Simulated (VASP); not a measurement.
```yaml
crystal:
  lattice:
    - [1.90113, -3.29285, 0.00000]
    - [1.90113, 3.29285, 0.00000]
    - [0.00000, 0.00000, 6.81330]
  atoms:
    - { symbol: Zr, position: [0.00000, 0.00000, 0.00000] }
    - { symbol: Se, position: [0.33333, 0.66667, 0.23221] }
    - { symbol: Se, position: [0.66667, 0.33333, 0.76779] }
```

Method: PBE GGA, VASP's PBE PAW potentials (set 64) (plane waves; VASP). Run with 520 eV cut-off, 9×9×5 Γ-centred mesh, tetrahedra with Blöchl corrections, potentials Zr_sv Se.

Without a dispersion term in the relaxation, distances and binding between the weakly bound layers, chains or molecules are unreliable, and so is what depends on them.

Problem. Estimate the energy per atom (σ→0).

Solution. 
```yaml
energy per atom (σ→0): -6.534 eV/atom
```

The compound is ZrSe2 in the 1T layered structure. It was relaxed first, which changed the volume by +13 %.
